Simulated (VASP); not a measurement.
Calculation: PBE GGA, VASP's PBE PAW potentials (set 64) (plane waves; VASP 6.6.1).

VASP ran on this input.

### INCAR
```
ALGO = Normal
EDIFF = 1E-12
ENCUT = 300
GGA = PE
ISIF = 2
ISMEAR = 0
LASPH = .TRUE.
LCHARG = .FALSE.
LMAXMIX = 4
LREAL = .FALSE.
LWAVE = .FALSE.
NELM = 100
PREC = Accurate
SIGMA = 0.01
SYSTEM = SrTe
```

KPOINTS:
```
Automatic mesh
0
Gamma
9 9 9
0 0 0
```

### POSCAR
```
SrTe
1
    0.0000000000     3.3853660000     3.3853660000
    3.3853660000     0.0000000000     3.3853660000
    3.3853660000     3.3853660000     0.0000000000
Sr Te
1 1
Direct
  0.0000000000   0.0000000000   0.0000000000
  0.5000000000   0.5000000000   0.5000000000
```

POTCAR, in this order: Sr_sv Te (PBE.64 set). Program: vasp_std.

### Question
Estimate the energy per atom (σ→0).

### Answer

| Item | Result |
|---|---|
| energy per atom (σ→0) | -4133 meV/atom |

OSZICAR:
```
...
DAV:  37    -0.826556571091E+01    0.36835E-10   -0.21941E-13   704   0.219E-10    0.367E-11
DAV:  38    -0.826556571094E+01   -0.29786E-10   -0.79091E-13   728   0.992E-11    0.246E-11
DAV:  39    -0.826556571095E+01   -0.12278E-10   -0.91473E-13   700   0.114E-10    0.339E-11
DAV:  40    -0.826556571092E+01    0.31378E-10   -0.13034E-12   708   0.162E-10    0.523E-11
DAV:  41    -0.826556571087E+01    0.51614E-10   -0.95528E-13   700   0.117E-10    0.230E-11
DAV:  42    -0.826556571091E+01   -0.46157E-10   -0.12834E-12   628   0.813E-11    0.429E-11
DAV:  43    -0.826556571091E+01    0.90949E-12   -0.50396E-13   632   0.591E-11
   1 F= -.82655657E+01 E0= -.82655657E+01  d E =-.606888-124
```

The structure comes from a computed database's SrTe entry; how it stands against other phases isn't given here. The cell was not relaxed at this level. The run is one of a series of settings (EDIFF = 1E-12 against the base run), some of them coarse on purpose.
